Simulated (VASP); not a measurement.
Input:

```xyz
8
Lattice="5.3296 0.0000 0.0000 0.0000 3.4509 0.0000 0.0000 0.0000 5.7707" Properties=species:S:1:pos:R:3 pbc="T T T"
Ni     2.6944     0.8627     3.9860
Ni     2.6353     2.5882     1.7847
Ni     5.3001     2.5882     1.1007
Ni     0.0295     0.8627     4.6701
Ge     3.6756     0.8627     0.5019
Ge     1.6540     2.5882     5.2688
Ge     4.3188     2.5882     3.3873
Ge     1.0108     0.8627     2.3834
```

All values below come from LDA (Ceperley-Alder, Perdew-Zunger), VASP's LDA PAW potentials (set 64) (plane waves; VASP 6.6.1). Run with 300 eV cut-off, 3×5×3 Γ-centred mesh shifted by (0.5, 0.5, 0.5), Fermi-Dirac smearing of 0.050 eV, potentials Ni Ge_d.

At this cut-off the stress carries a Pulay error, which pulls relaxed volumes low.

**Question.** Which forces act on the atoms, in eV/Å?

**Answer.** 
```json
[
 {"atom": "Ni1", "Fx": "0.007", "Fy": "0.000", "Fz": "-0.003"},
 {"atom": "Ni2", "Fx": "-0.007", "Fy": "0.000", "Fz": "0.003"},
 {"atom": "Ni3", "Fx": "-0.007", "Fy": "0.000", "Fz": "-0.003"},
 {"atom": "Ni4", "Fx": "0.007", "Fy": "0.000", "Fz": "0.003"},
 {"atom": "Ge5", "Fx": "0.094", "Fy": "0.000", "Fz": "0.046"},
 {"atom": "Ge6", "Fx": "-0.094", "Fy": "0.000", "Fz": "-0.046"},
 {"atom": "Ge7", "Fx": "-0.094", "Fy": "0.000", "Fz": "0.046"},
 {"atom": "Ge8", "Fx": "0.094", "Fy": "0.000", "Fz": "-0.046"}
]
```

**Question.** Give the stress tensor in GPa (positive for a compressed cell).

**Answer.** 
```
-7.79   0.00   0.00
 0.00  -7.68   0.00
 0.00   0.00  -6.57
```
The pressure is its mean diagonal, -7.35 GPa.

The structure comes from a computed database's NiGe entry; how it stands against other phases isn't given here. The cell was not relaxed at this level. The k-mesh is coarse (spacing up to 0.39 per Å, 2π included), so the numbers may not be converged in it. The run is not spin-polarised, so no magnetic state was tried.
